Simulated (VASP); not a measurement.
Output of a VASP run:

### OSZICAR
```
       N       E                     dE             d eps       ncg     rms          rms(c)
DAV:   1     0.222432935329E+02    0.22243E+02   -0.40653E+03  5216   0.307E+02
DAV:   2    -0.189713804155E+02   -0.41215E+02   -0.39854E+02  6440   0.103E+02
DAV:   3    -0.198379660619E+02   -0.86659E+00   -0.86469E+00  6592   0.122E+01
DAV:   4    -0.198392563801E+02   -0.12903E-02   -0.12903E-02  5776   0.500E-01
DAV:   5    -0.198392581929E+02   -0.18128E-05   -0.18128E-05  6528   0.175E-02    0.683E+00
DAV:   6    -0.159412818173E+02    0.38980E+01   -0.30039E+00  6016   0.518E+00    0.195E+00
DAV:   7    -0.163477348398E+02   -0.40645E+00   -0.11990E+00  6200   0.364E+00    0.204E+00
DAV:   8    -0.159677812882E+02    0.37995E+00   -0.17856E+00  5336   0.427E+00    0.210E+00
DAV:   9    -0.160789117035E+02   -0.11113E+00   -0.55534E-01  5472   0.229E+00    0.564E-01
DAV:  10    -0.161593616674E+02   -0.80450E-01   -0.26687E-02  5144   0.777E-01    0.241E-01
DAV:  11    -0.161601364059E+02   -0.77474E-03   -0.67052E-04  6680   0.115E-01    0.196E-01
DAV:  12    -0.161615940960E+02   -0.14577E-02   -0.13119E-03  5200   0.172E-01    0.964E-02
DAV:  13    -0.161612686952E+02    0.32540E-03   -0.72245E-04  5696   0.103E-01    0.137E-02
DAV:  14    -0.161613419387E+02   -0.73244E-04   -0.10476E-04  5488   0.473E-02    0.236E-02
DAV:  15    -0.161613455087E+02   -0.35700E-05   -0.25530E-05  5608   0.263E-02    0.171E-02
DAV:  16    -0.161613624069E+02   -0.16898E-04   -0.42613E-06  6296   0.795E-03    0.683E-03
DAV:  17    -0.161613591782E+02    0.32287E-05   -0.19356E-07  5984   0.228E-03    0.323E-03
DAV:  18    -0.161613657176E+02   -0.65394E-05   -0.72795E-07  5520   0.332E-03    0.549E-04
DAV:  19    -0.161613628474E+02    0.28702E-05   -0.20928E-07  5528   0.228E-03    0.255E-04
DAV:  20    -0.161613646961E+02   -0.18487E-05   -0.79967E-09  3856   0.397E-04    0.802E-05
DAV:  21    -0.161613641485E+02    0.54757E-06   -0.50677E-10  2976   0.936E-05    0.659E-05
DAV:  22    -0.161613645659E+02   -0.41739E-06   -0.15311E-10  2904   0.703E-05    0.182E-05
DAV:  23    -0.161613645219E+02    0.43980E-07   -0.10865E-10  2808   0.415E-05
   1 F= -.16161365E+02 E0= -.16161365E+02  d E =-.327260E-17
 imaginary and real dielectric function
```

File OUTCAR:
```
------------------------ aborting loop because EDIFF is reached ----------------------------------------
  FORCE on cell =-STRESS in cart. coord.  units (eV):
  Direction    XX          YY          ZZ          XY          YZ          ZX
  --------------------------------------------------------------------------------------
  Total        0.0012292      0.0012292      0.0012292     -0.0000000      0.0000000      0.0000000
  in kB        0.1067198      0.1067198      0.1067198     -0.0000000      0.0000000      0.0000000
  external PRESSURE =       0.1067198 kB  Pullay stress =       0.0000000 kB
  volume of cell :       18.45
      direct lattice vectors                 reciprocal lattice vectors
     0.000000000  2.097399927  2.097399927    -0.238390396  0.238390396  0.238390396
     2.097399927  0.000000000  2.097399927     0.238390396 -0.238390396  0.238390396
     2.097399927  2.097399927  0.000000000     0.238390396  0.238390396 -0.238390396
  FREE ENERGIE OF THE ION-ELECTRON SYSTEM (eV)
  ---------------------------------------------------
  free  energy   TOTEN  =       -16.1613645219 eV

  energy  without entropy=      -16.1613645219  energy(sigma->0) =      -16.16136452

 plasma frequency squared (from intraband transitions) (eV^2)
  --------------------------------------------------------------------------------------
       0.000       0.000       0.000
       0.000       0.000       0.000
       0.000       0.000       0.000

 plasma frequency squared (from interband transitions, int dw w eps(2)(w)) (eV^2)
  --------------------------------------------------------------------------------------
     471.542       0.000      -0.000       0.000       0.000      -0.000
      -0.000      -0.000     471.542       0.000      -0.000      -0.000
       0.000       0.000      -0.000       0.000     471.542       0.000
```
(Selected blocks of OUTCAR.)

File POSCAR:
```
MgO
1
   -0.0000000000     2.0973999269     2.0973999269
    2.0973999269     0.0000000000     2.0973999269
    2.0973999269     2.0973999269     0.0000000000
Mg O
1 1
Direct
  0.0000000000   0.0000000000   0.0000000000
  0.5000000000   0.5000000000   0.5000000000
```

### Question
Reconstruct the remaining input files.

### Answer
Several could match; the one computed here: the input of the run itself, r2SCAN meta-GGA, plane waves, VASP's PBE PAW potentials (set 64).

**KPOINTS**
```
Regular mesh
0
gamma
14 14 14
```

**INCAR**
```
ALGO  =  Normal
CSHIFT  =  0.1
EDIFF  =  1E-7
ENCUT  =  520
ISMEAR  =  0
LASPH  =  .TRUE.
LCHARG  =  .FALSE.
LMIXTAU  =  .TRUE.
LOPTICS  =  .TRUE.
LPEAD  =  .TRUE.
LREAL  =  .FALSE.
LWAVE  =  .FALSE.
METAGGA  =  R2SCAN
NBANDS  =  24
NEDOS  =  1001
NELM  =  100
PREC  =  Accurate
SIGMA  =  0.01
SYSTEM  =  MgO
```

POTCAR, in this order: Mg O (PBE.64 set). Program: vasp_std.

The compound is MgO in the rock salt structure. It was relaxed first.
